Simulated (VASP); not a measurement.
# O on W(110): binding against coverage, part 3 of 10

Aim: adsorption energy and work function of O on W(110) from low coverage to a full layer.

VASP 6.6.1, plane waves and PAW; the level of theory is named at each step.

So far. Step 4 (Surface relaxation, cell 1 x 1, k-mesh 10×10×1): The run ended after 11 ionic steps, 0.035 eV below its first step, once the forces on the free atoms met EDIFFG = -0.03. Step 5 (The vacuum level, cell 1 x 1, k-mesh 10×10×1): The vacuum level lies 4.83 eV above the Fermi level at the upper face; the two faces differ by 0.11 eV, the step that the slab's dipole of -0.004 e·Å makes.

## 6. Relaxing the adsorbate, coverage 1/1, k-mesh 10×10×1

This step: PBE, no spin polarisation; plane waves and PAW (W, O) (VASP 6.6.1).

System of this step: W4O (W(110)). The cell holds 5 atoms: 4 W and 1 O. Cell: a = 3.172 Å, b = 2.747 Å, c = 21.729 Å, α = 90.0°, β = 90.0°, γ = 54.7°. It derives from W. 1 O over hollow sites of a 1 x 1 cell of W(110). Vacuum lies along c.

The adsorbate starts over a high-symmetry site, and it relaxes with the upper layers within that symmetry.

INCAR

```
SYSTEM = W4O
PREC = Normal
ENCUT = 440
EDIFF = 1E-05
NELM = 120
ISMEAR = 1
SIGMA = 0.15
LREAL = .FALSE.
ALGO = Fast
GGA = PE
NBANDS = 21
LASPH = .TRUE.
LORBIT = 11
LWAVE = .FALSE.
LCHARG = .FALSE.
KPAR = 8
IBRION = 2
NSW = 45
ISIF = 2
EDIFFG = -0.03
POTIM = 0.4
MAXMIX = 40
IDIPOL = 3
LDIPOL = .TRUE.
DIPOL = 0.5 0.5 0.54
```

POSCAR

```
W4O
1.0
    3.1720583484      0.0000000000      0.0000000000
    1.5860291742      2.2429839685      0.0000000000
    0.0000000000      0.0000000000     21.7289519054
W O
4 1
Selective dynamics
Direct
    0.5000000000      0.0000000000      0.3451616100  F F F
    0.0000000000      0.0000000000      0.4483872000  F F F
    0.5000000000      0.0000000000      0.5519984300  T T T
    0.0000000000      0.0000000000      0.6509915800  T T T
    0.3750000000      0.2500000000      0.7039163600  T T T
```

KPOINTS

```
Automatic mesh
0
Gamma
10 10 1
0 0 0
```

The projector-augmented-wave data sets are W and O (PBE family, release 64).

Command:

```bash
mpirun -np 8 vasp_std
```

Log:

```text
[banner, memory and clock lines left out]
running    8 mpi-ranks, on    1 nodes
 distrk:  each k-point on    1 cores,    8 groups
 distr:  one band on    1 cores,    1 groups

 POSCAR found type information on POSCAR W O
 POSCAR found :  2 types and       5 ions
 [... a notice as in an earlier step ...]

 LDA part: xc-table for (Slater+PW92), standard interpolation
 POSCAR, INCAR and KPOINTS ok, starting setup
 FFT: planning ... GRIDC
 FFT: planning ... GRID_SOFT
 FFT: planning ... GRID
 WAVECAR not read
 entering main loop
       N       E                     dE             d eps       ncg     rms          rms(c)
DAV:   1     0.161100140440E+03    0.16110E+03   -0.11449E+04  1302   0.103E+03
DAV:   2    -0.432755567868E+02   -0.20438E+03   -0.19358E+03  1863   0.275E+02
DAV:   3    -0.617997265954E+02   -0.18524E+02   -0.17788E+02  1696   0.791E+01
DAV:   4    -0.625501782420E+02   -0.75045E+00   -0.73537E+00  2024   0.146E+01
DAV:   5    -0.625743195047E+02   -0.24141E-01   -0.23423E-01  1907   0.212E+00    0.451E+01
RMM:   6    -0.588693527923E+02    0.37050E+01   -0.15593E+01  1338   0.202E+01    0.178E+01
RMM:   7    -0.810366830633E+02   -0.22167E+02   -0.24478E+01  1564   0.185E+01    0.191E+01
RMM:   8    -0.592625238210E+02    0.21774E+02   -0.88598E+00  1389   0.146E+01    0.879E+00
RMM:   9    -0.579462411245E+02    0.13163E+01   -0.10703E+00  1339   0.749E+00    0.384E+00
RMM:  10    -0.578803777917E+02    0.65863E-01   -0.83703E-01  1559   0.391E+00    0.257E+00
RMM:  11    -0.578394328048E+02    0.40945E-01   -0.15705E-01  1560   0.185E+00    0.164E+00
RMM:  12    -0.578328257878E+02    0.66070E-02   -0.72539E-02  1385   0.134E+00    0.700E-01
RMM:  13    -0.578261369747E+02    0.66888E-02   -0.24815E-02  1429   0.911E-01    0.172E-01
RMM:  14    -0.578267908102E+02   -0.65384E-03   -0.11231E-02  1674   0.438E-01    0.165E-01
RMM:  15    -0.578264415187E+02    0.34929E-03   -0.17007E-03  1504   0.188E-01    0.631E-02
RMM:  16    -0.578264676365E+02   -0.26118E-04   -0.58562E-04  1487   0.111E-01    0.479E-02
RMM:  17    -0.578264443228E+02    0.23314E-04   -0.18275E-04  1463   0.512E-02    0.267E-02
RMM:  18    -0.578264603055E+02   -0.15983E-04   -0.77358E-05  1234   0.392E-02    0.207E-02
RMM:  19    -0.578264670632E+02   -0.67577E-05   -0.35762E-05   958   0.244E-02
   1 F= -.57826467E+02 E0= -.57824325E+02  d E =-.578265E+02
 curvature:   0.00 expect dE= 0.000E+00 dE for cont linesearch  0.000E+00
 trial: gam= 0.00000 g(F)=  0.121E+00 g(S)=  0.000E+00 ort = 0.000E+00 (trialstep = 0.100E+01)
 search vector abs. value=  0.121E+00
 bond charge predicted
       N       E                     dE             d eps       ncg     rms          rms(c)
DAV:   1    -0.578741386659E+02   -0.47678E-01   -0.18533E+01  1302   0.286E+01    0.974E-01
RMM:   2    -0.579016644914E+02   -0.27526E-01   -0.34484E-01  1320   0.404E+00    0.128E+00
RMM:   3    -0.579215770917E+02   -0.19913E-01   -0.67426E-02  1435   0.143E+00    0.946E-01
RMM:   4    -0.578995270111E+02    0.22050E-01   -0.39734E-02  1340   0.112E+00    0.627E-01
RMM:   5    -0.579000833082E+02   -0.55630E-03   -0.80689E-03  1546   0.481E-01    0.317E-01
RMM:   6    -0.579005445700E+02   -0.46126E-03   -0.28175E-03  1682   0.204E-01    0.246E-01
RMM:   7    -0.579003489562E+02    0.19561E-03   -0.10198E-03  1420   0.153E-01    0.148E-01
RMM:   8    -0.579006230380E+02   -0.27408E-03   -0.59006E-04  1634   0.957E-02    0.419E-02
RMM:   9    -0.579007776039E+02   -0.15457E-03   -0.81593E-05  1223   0.393E-02    0.271E-02
RMM:  10    -0.579009279388E+02   -0.15033E-03   -0.36942E-05   963   0.259E-02    0.171E-02
RMM:  11    -0.579010158081E+02   -0.87869E-04   -0.40275E-05  1007   0.280E-02    0.150E-02
RMM:  12    -0.579010763022E+02   -0.60494E-04   -0.12100E-05   853   0.168E-02    0.132E-02
RMM:  13    -0.579011025482E+02   -0.26246E-04   -0.74289E-06   832   0.133E-02    0.739E-03
RMM:  14    -0.579011142427E+02   -0.11695E-04   -0.37304E-06   812   0.891E-03    0.222E-03
RMM:  15    -0.579011169038E+02   -0.26611E-05   -0.11886E-06   602   0.560E-03
   2 F= -.57901117E+02 E0= -.57899412E+02  d E =-.746498E-01
[... from here on, the cycles between the ionic steps are left out ...]
   3 F= -.57905628E+02 E0= -.57904055E+02  d E =-.791612E-01
   4 F= -.57910183E+02 E0= -.57908605E+02  d E =-.455440E-02
   5 F= -.57920838E+02 E0= -.57919228E+02  d E =-.152099E-01
   6 F= -.57929210E+02 E0= -.57927487E+02  d E =-.235817E-01
   7 F= -.57923889E+02 E0= -.57921958E+02  d E =0.532115E-02
   8 F= -.57930222E+02 E0= -.57928435E+02  d E =-.101160E-02
   9 F= -.57930162E+02 E0= -.57928462E+02  d E =0.593244E-04
  10 F= -.57930766E+02 E0= -.57929014E+02  d E =-.544633E-03
  11 F= -.57931160E+02 E0= -.57929406E+02  d E =-.394159E-03
  12 F= -.57931271E+02 E0= -.57929517E+02  d E =-.504376E-03
  13 F= -.57931482E+02 E0= -.57929715E+02  d E =-.211156E-03
  14 F= -.57931533E+02 E0= -.57929763E+02  d E =-.261984E-03
  15 F= -.57931613E+02 E0= -.57929848E+02  d E =-.808239E-04
  16 F= -.57931835E+02 E0= -.57930081E+02  d E =-.302473E-03
  17 F= -.57932149E+02 E0= -.57930421E+02  d E =-.616022E-03
  18 F= -.57932273E+02 E0= -.57930603E+02  d E =-.740049E-03
  19 F= -.57932305E+02 E0= -.57930612E+02  d E =-.772151E-03
  20 F= -.57932305E+02 E0= -.57930620E+02  d E =-.772804E-03
  21 F= -.57932429E+02 E0= -.57930740E+02  d E =-.123712E-03
 trial-energy change:   -0.000124  1 .order   -0.000109   -0.000130   -0.000088
 step:   1.1212(harm=  1.1212)  dis= 0.00027  next Energy=   -57.932506 (dE=-0.201E-03)
 bond charge predicted
       N       E                     dE             d eps       ncg     rms          rms(c)
DAV:   1    -0.579316307723E+02    0.79161E-03   -0.71377E-01  1302   0.556E+00    0.132E-01
RMM:   2    -0.579324327376E+02   -0.80197E-03   -0.10030E-02  1324   0.688E-01    0.236E-02
RMM:   3    -0.579325196964E+02   -0.86959E-04   -0.92735E-04  1475   0.198E-01    0.201E-02
RMM:   4    -0.579325417825E+02   -0.22086E-04   -0.22186E-04  1475   0.751E-02    0.924E-03
RMM:   5    -0.579325456493E+02   -0.38668E-05   -0.32884E-05   960   0.281E-02
  22 F= -.57932546E+02 E0= -.57930851E+02  d E =-.240299E-03
 curvature: -12.77 expect dE=-0.840E-03 dE for cont linesearch -0.400E-07
 trial: gam=-0.12091 g(F)=  0.658E-04 g(S)=  0.000E+00 ort =-0.506E-05 (trialstep = 0.514E+00)
 search vector abs. value=  0.186E-03
 reached required accuracy - stopping structural energy minimisation
```

The job ended after 86 s (8 MPI ranks of AMD EPYC 7R43, shared host; peak memory 1.7 GiB; 11 min of CPU time).

OUTCAR, selected parts (step 6):

```text
   k-points           NKPTS =     31   k-points in BZ     NKDIM =     31   number of bands    NBANDS=     21

   NELECT =      30.0000    total number of electrons

 dipolmoment           0.000000      0.000000      0.058840 electrons x Angstroem

 E-fermi :   0.4352

 k-point     1 :       0.0000    0.0000    0.0000
  band No.  band energies     occupation
    ...
     12      -1.0715      2.00000
     13      -1.0314      2.00000
     14      -0.9136      2.00000
     15      -0.1787      2.00000
     16       0.0512      2.00176
     17       0.5563      0.01602
     18       1.6754     -0.00000
     19       1.9503     -0.00000
     20       2.1730     -0.00000
     21       2.2477     -0.00000

  Total       -5.4157641      0.5178464     -2.0921290      0.0000000     -0.0471340      0.0000000
  in kB      -56.1260143      5.3666766    -21.6816796      0.0000000     -0.4884712      0.0000000
  external PRESSURE =     -24.1470058 kB  Pullay stress =       0.0000000 kB

 POSITION                                       TOTAL-FORCE (eV/Angst)
 -----------------------------------------------------------------------------------
      1.58603      0.00000      7.50000         0.000000      0.013536      0.827484
      0.00000      0.00000      9.74298         0.000000     -0.018200     -0.835012
      3.17206      2.21179     12.00423         0.000000     -0.003582      0.017024
      1.58603      2.12563     14.23947         0.000000      0.028377      0.003806
      1.58603      0.51820     15.44722         0.000000     -0.020131     -0.013302
 -----------------------------------------------------------------------------------
    total drift:                                0.000074      0.007208     -0.000040

  FREE ENERGIE OF THE ION-ELECTRON SYSTEM (eV)
  ---------------------------------------------------
  free  energy   TOTEN  =       -57.9325456493 eV

  energy  without entropy=      -57.9274627489  energy(sigma->0) =      -57.93085135

 vacuum level on the upper side and lower side of the slab         6.580         5.071

[... 7 parts as in an earlier step ...]

[... 10 further parts left out ...]
```

CONTCAR:

```
W4O
   1.00000000000000
     3.1720583483999998    0.0000000000000000    0.0000000000000000
     1.5860291741999999    2.2429839684999999    0.0000000000000000
     0.0000000000000000    0.0000000000000000   21.7289519053999989
  W               O
     4     1
Selective dynamics
Direct
     0.5000000000000000    0.0000000000000000    0.3451616099999981   F   F   F
     0.0000000000000000    0.0000000000000000    0.4483871999999991   F   F   F
     0.5069532771399445    0.9860934457201115    0.5524530442125497   T   T   T
     0.0261610479070482    0.9476779041859036    0.6553224042712588   T   T   T
     0.3844848967382984    0.2310302065234034    0.7109048973763458   T   T   T
```

The run keeps the 2 symmetry operations of its start, so it cannot find a distortion of lower symmetry.

Relaxation path:

| step | energy less that of the first step (eV) | largest force (eV/Å) |
| --- | --- | --- |
| 1 | 0.0000 | 1.2152 |
| 2 | -0.0746 | 0.3921 |
| 3 | -0.0792 | 0.2195 |
| 4 | -0.0837 | 0.1902 |
| 5 | -0.0944 | 0.1610 |
| 6 | -0.1027 | 0.1841 |
| 7 | -0.0974 | 0.6228 |
| 8 | -0.1038 | 0.1224 |
| 9 | -0.1037 | 0.1762 |
| 10 | -0.1043 | 0.0739 |
| 11 | -0.1047 | 0.0368 |
| 12 | -0.1048 | 0.0411 |
| 13 | -0.1050 | 0.0636 |
| 14 | -0.1051 | 0.0841 |
| 15 | -0.1051 | 0.0756 |
| 16 | -0.1054 | 0.0530 |
| 17 | -0.1057 | 0.0346 |
| 18 | -0.1058 | 0.1008 |
| 19 | -0.1058 | 0.0607 |
| 20 | -0.1058 | 0.0752 |
| 21 | -0.1060 | 0.0566 |
| 22 | -0.1061 | 0.0286 |

The atoms that moved most (Å):

| atom | dx | dy | dz | length |
| --- | --- | --- | --- | --- |
| O5 | 0.000 | -0.043 | 0.152 | 0.158 |
| W4 | 0.000 | -0.117 | 0.094 | 0.150 |
| W3 | 0.000 | -0.031 | 0.010 | 0.033 |

The relaxed structure:

```cif
data_structure
_symmetry_space_group_name_H-M 'P 1'
_symmetry_Int_Tables_number 1
_cell_length_a 3.1721
_cell_length_b 2.7471
_cell_length_c 21.7290
_cell_angle_alpha 90.000
_cell_angle_beta 90.000
_cell_angle_gamma 54.736
_cell_volume 154.60
loop_
_atom_site_label
_atom_site_type_symbol
_atom_site_fract_x
_atom_site_fract_y
_atom_site_fract_z
_atom_site_occupancy
W1 W 0.50000 0.00000 0.34516 1
W2 W 0.00000 0.00000 0.44839 1
W3 W 0.50695 0.98609 0.55245 1
W4 W 0.02616 0.94768 0.65532 1
O5 O 0.38448 0.23103 0.71090 1
```

This step gave:

```
electronic cycles       : 146
electrons               : 30
free energy (TOTEN)     : -57.9325 eV
energy at zero smearing : -57.9309 eV
Fermi energy            : 0.4352 eV
dipole moment           : 0, 0, 0.05884 e·Å
```

The run ended after 22 ionic steps, 0.106 eV below its first step, once the forces on the free atoms met EDIFFG = -0.03.

VASP counts the dipole in electrons times Å, so a positive number points the physical dipole along −c.

## 7. The vacuum level with the adsorbate, coverage 1/1, k-mesh 10×10×1

A static run like the clean slab's shows how the vacuum level shifts, by charge transfer, by any dipole of the adsorbate and by the slab's own rearrangement.

INCAR

```
SYSTEM = W4O
PREC = Normal
ENCUT = 440
EDIFF = 1E-06
NELM = 120
ISMEAR = 1
SIGMA = 0.15
LREAL = .FALSE.
ALGO = Fast
GGA = PE
NBANDS = 21
LASPH = .TRUE.
LORBIT = 11
LWAVE = .FALSE.
LCHARG = .FALSE.
KPAR = 8
IDIPOL = 3
LDIPOL = .TRUE.
DIPOL = 0.5 0.5 0.542
LVHAR = .TRUE.
LVACPOTAV = .TRUE.
```

POSCAR

```
W4O
1.0
    3.1720583484      0.0000000000      0.0000000000
    1.5860291742      2.2429839685      0.0000000000
    0.0000000000      0.0000000000     21.7289519054
W O
4 1
Selective dynamics
Direct
    0.5000000000      0.0000000000      0.3451616100  F F F
    0.0000000000      0.0000000000      0.4483872000  F F F
    0.5069532771      0.9860934457      0.5524530442  T T T
    0.0261610479      0.9476779042      0.6553224043  T T T
    0.3844848967      0.2310302065      0.7109048974  T T T
```

KPOINTS is that of step 6.

Command:

```bash
mpirun -np 8 vasp_std
```

Log:

```text
[... set-up lines as in an earlier step ...]
 entering main loop
       N       E                     dE             d eps       ncg     rms          rms(c)
DAV:   1     0.158625588106E+03    0.15863E+03   -0.11421E+04  1302   0.103E+03
DAV:   2    -0.427408353141E+02   -0.20137E+03   -0.18911E+03  1831   0.273E+02
DAV:   3    -0.618916956343E+02   -0.19151E+02   -0.18336E+02  1683   0.798E+01
DAV:   4    -0.627269988928E+02   -0.83530E+00   -0.81666E+00  2060   0.151E+01
DAV:   5    -0.627474996087E+02   -0.20501E-01   -0.20299E-01  1915   0.218E+00    0.435E+01
RMM:   6    -0.589635776733E+02    0.37839E+01   -0.16623E+01  1491   0.203E+01    0.171E+01
RMM:   7    -0.799195204296E+02   -0.20956E+02   -0.25954E+01  1904   0.189E+01    0.183E+01
RMM:   8    -0.593966894281E+02    0.20523E+02   -0.10313E+01  1678   0.139E+01    0.852E+00
RMM:   9    -0.580748130305E+02    0.13219E+01   -0.12489E+00  1481   0.755E+00    0.345E+00
RMM:  10    -0.579704176116E+02    0.10440E+00   -0.81469E-01  1835   0.401E+00    0.238E+00
RMM:  11    -0.579467757298E+02    0.23642E-01   -0.15391E-01  1955   0.171E+00    0.160E+00
RMM:  12    -0.579426338563E+02    0.41419E-02   -0.72282E-02  1648   0.131E+00    0.676E-01
RMM:  13    -0.579330953555E+02    0.95385E-02   -0.33473E-02  1656   0.103E+00    0.230E-01
RMM:  14    -0.579330541156E+02    0.41240E-04   -0.14340E-02  1998   0.521E-01    0.191E-01
RMM:  15    -0.579326341684E+02    0.41995E-03   -0.22721E-03  1818   0.214E-01    0.761E-02
RMM:  16    -0.579325017687E+02    0.13240E-03   -0.12309E-03  1861   0.150E-01    0.469E-02
RMM:  17    -0.579324635623E+02    0.38206E-04   -0.21553E-04  1944   0.650E-02    0.281E-02
RMM:  18    -0.579324699354E+02   -0.63731E-05   -0.65011E-05  1830   0.348E-02    0.284E-02
RMM:  19    -0.579324550544E+02    0.14881E-04   -0.57851E-05  1770   0.249E-02    0.136E-02
WARNING in EDDRMM: call to ZHEGV failed, returncode =   8  4     21
RMM:  20    -0.579324786475E+02   -0.23593E-04   -0.26902E-05  1818   0.187E-02    0.738E-03
RMM:  21    -0.579325050539E+02   -0.26406E-04   -0.11309E-05  1537   0.125E-02    0.352E-03
RMM:  22    -0.579325206168E+02   -0.15563E-04   -0.30534E-06  1200   0.716E-03    0.287E-03
RMM:  23    -0.579325359441E+02   -0.15327E-04   -0.15783E-06  1055   0.492E-03    0.306E-03
RMM:  24    -0.579325413231E+02   -0.53790E-05   -0.58763E-07   944   0.330E-03    0.263E-03
RMM:  25    -0.579325462724E+02   -0.49493E-05   -0.44008E-07   943   0.302E-03    0.170E-03
RMM:  26    -0.579325482150E+02   -0.19426E-05   -0.15771E-07   752   0.196E-03    0.112E-03
RMM:  27    -0.579325493750E+02   -0.11600E-05   -0.15828E-07   792   0.207E-03    0.104E-03
RMM:  28    -0.579325498432E+02   -0.46816E-06   -0.38293E-08   482   0.130E-03
 [... a notice as in an earlier step ...]

   1 F= -.57932550E+02 E0= -.57930856E+02  d E =-.508229E-02
```

Wall time 14 s (8 MPI ranks); peak memory 1.5 GiB; 1.7 min of CPU time.

From OUTCAR (step 7):

```text
   NELECT =      30.0000    total number of electrons

 dipolmoment           0.000000      0.000000      0.058630 electrons x Angstroem

 E-fermi :   0.4297

 k-point     1 :       0.0000    0.0000    0.0000
  band No.  band energies     occupation
    ...
     12      -1.0770      2.00000
     13      -1.0369      2.00000
     14      -0.9191      2.00000
     15      -0.1841      2.00000
     16       0.0457      2.00176
     17       0.5508      0.01604
     18       1.6700     -0.00000
     19       1.9448     -0.00000
     20       2.1671     -0.00000
     21       2.2417     -0.00000

  Total       -5.4254961      0.5122257     -2.1009235      0.0000000     -0.0500313      0.0000000
  in kB      -56.2268719      5.3084265    -21.7728211      0.0000000     -0.5184974      0.0000000
  external PRESSURE =     -24.2304222 kB  Pullay stress =       0.0000000 kB

 POSITION                                       TOTAL-FORCE (eV/Angst)
 -----------------------------------------------------------------------------------
      1.58603      0.00000      7.50000        -0.000000      0.014905      0.827605
      0.00000      0.00000      9.74298         0.000000     -0.016261     -0.835165
      3.17206      2.21179     12.00423         0.000000     -0.003883      0.017314
      1.58603      2.12563     14.23947        -0.000000      0.029388      0.002662
      1.58603      0.51820     15.44722        -0.000000     -0.024149     -0.012418
 -----------------------------------------------------------------------------------
    total drift:                                0.000071      0.000065     -0.000372

  FREE ENERGIE OF THE ION-ELECTRON SYSTEM (eV)
  ---------------------------------------------------
  free  energy   TOTEN  =       -57.9325498432 eV

  energy  without entropy=      -57.9274675484  energy(sigma->0) =      -57.93085574

 vacuum level on the upper side and lower side of the slab         6.784         5.286

[... 7 parts as in an earlier step ...]

[... 10 further parts left out ...]
```

This step gave:

* electronic cycles: 28
* Fermi energy: 0.4297 eV
* dipole moment: 0, 0, 0.05863 e·Å
* vacuum levels: 6.784, 5.286 eV
* work functions of the upper and lower face: 6.354, 4.856 eV

The planar average of the electrostatic potential oscillates, so the rows of the table below give means over windows of 1 Å about each position, cut where the curve ends. Its maxima inside the range that stand out by 2 % of the span (Å: eV): 8.6: -2.52, 10.9: -2.61, 13.1: -2.85, 14.9: -9.36. Its minima: 7.5: -11.9, 9.7: -12.5, 12.0: -12.5, 14.3: -13.3, 15.1: -9.81.

Zero at the Fermi level. The planar average of the electrostatic potential by height; means over each step:

| height (Å) | planar average of the electrostatic potential (eV) |
| --- | --- |
| 0 | 6.36 |
| 1 | 5.42 |
| 2 | 4.86 |
| 3 | 4.86 |
| 4 | 4.85 |
| 5 | 4.65 |
| 6 | 2.46 |
| 7 | -7.69 |
| 8 | -8.02 |
| 9 | -6.10 |
| 10 | -10.4 |
| 11 | -4.54 |
| 12 | -11.2 |
| 13 | -4.76 |
| 14 | -11.1 |
| 15 | -9.80 |
| 16 | 0.921 |
| 17 | 6.21 |
| 18 | 6.35 |
| 19 | 6.36 |
| 20 | 6.36 |
| 21 | 6.36 |

Force by atom:

| atom | x (eV/Å) | y (eV/Å) | z (eV/Å) | size |
| --- | --- | --- | --- | --- |
| W1 | 0.000 | 0.015 | 0.828 | 0.828 |
| W2 | 0.000 | -0.016 | -0.835 | 0.835 |
| W3 | 0.000 | -0.004 | 0.017 | 0.018 |
| W4 | 0.000 | 0.029 | 0.003 | 0.030 |
| O5 | 0.000 | -0.024 | -0.012 | 0.027 |

At the end the adsorbate's closest contact with the slab is O-W at 2.01 Å, 1.61 Å to the side of the slab's atom, and its lowest atom lies 1.21 Å above the highest atom of the slab.

The vacuum level lies 6.35 eV above the Fermi level at the upper face; the two faces differ by 1.50 eV, the step that the slab's dipole of 0.059 e·Å makes.

VASP counts the dipole in electrons times Å, so a positive number points the physical dipole along −c.

The program found no field-free point at its default tolerance, but its printed level agrees with the flat part of the planar average.

(Part 3 of 10 ends here.)

[Lines on the potential files, build, host, timing and source positions are cut from VASP's logs without a mark.]

[Logs are printed without paths, hosts, clocks, repeated set-up lines and the standing remarks that a program may print on its own settings, such as how far it seeks lower states.]

[Hosts, paths, dates, database ids (printed as entryN), source tags and the programs' standing remarks are cut or masked in the printed files.]

[Runs that stopped without an error message from VASP are left out.]
